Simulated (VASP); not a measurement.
An input for Quantum ESPRESSO's pw.x (written as the equivalent of a VASP run, and not itself run):

```
&CONTROL
  calculation = 'vc-relax'
  pseudo_dir = './pseudo'
  outdir = './out'
  tprnfor = .true.
  tstress = .true.
  nstep = 40
  forc_conv_thr = 0.00078
/
&SYSTEM
  ibrav = 0
  nat = 6
  ntyp = 2
  ecutwfc = 84
  occupations = 'smearing'
  smearing = 'gaussian'
  degauss = 0.003675
  input_dft = 'pz'
/
&ELECTRONS
  conv_thr = 7.3e-08
  electron_maxstep = 100
/
&IONS
/
&CELL
/
ATOMIC_SPECIES
  Pb 207.200 Pb.upf
  O 15.999 O.upf
CELL_PARAMETERS angstrom
     4.9397205    0.0000000    0.0000000
     0.0000000    4.9397205    0.0000000
     0.0000000    0.0000000    3.3962237
ATOMIC_POSITIONS crystal
  Pb   1.0000000  1.0000000  0.0000000
  Pb   0.5000000  0.5000000  0.5000000
  O    0.3073039  0.3073039  0.0000000
  O    0.8073039  0.1926961  0.5000000
  O    0.1926961  0.8073039  0.5000000
  O    0.6926961  0.6926961  1.0000000
K_POINTS automatic
  5 5 7 0 0 0
```

Translate this input to VASP (INCAR, KPOINTS, POSCAR, choice of POTCAR).

Several could match; the one computed here: 
**INCAR**
```
! general
SYSTEM   =  PbO2
PREC     =  Accurate
ENCUT    =  620
LREAL    =  .FALSE.
LASPH    =  .TRUE.

! electronic loop
EDIFF    =  1E-6
NELM     =  100
ALGO     =  Normal
LMAXMIX  =  4

! smearing
ISMEAR   =  0
SIGMA    =  0.05

! ions
IBRION   =  2
NSW      =  40
ISIF     =  3
EDIFFG   =  -0.02

! output
LWAVE    =  .FALSE.
LCHARG   =  .FALSE.
```

File KPOINTS:
```
Automatic mesh
0
Gamma
5 5 7
0 0 0
```

### POSCAR
```
PbO2
1
    4.9397204628     0.0000000000     0.0000000000
    0.0000000000     4.9397204628     0.0000000000
    0.0000000000     0.0000000000     3.3962236579
Pb O
2 4
Direct
  1.0000000000   1.0000000000   0.0000000000
  0.5000000000   0.5000000000   0.5000000000
  0.3073039203   0.3073039203   0.0000000000
  0.8073039203   0.1926960797   0.5000000000
  0.1926960797   0.8073039203   0.5000000000
  0.6926960797   0.6926960797   1.0000000000
```

POTCAR, in this order: Pb_d O (LDA.64 set). Program: vasp_std.

Limits of the translation: the potentials are each code's own (VASP's PAW set, PseudoDojo norm-conserving files in pw.x), so ENCUT and ecutwfc are chosen apart and not converted; conv_thr bounds pw.x's estimated SCF error, while EDIFF bounds the energy change between steps; forc_conv_thr acts on force components and is met together with etot_conv_thr.

The compound is PbO2 in the rutile structure. This run relaxes it. Symmetry was kept, so distortions that lower it aren't found.
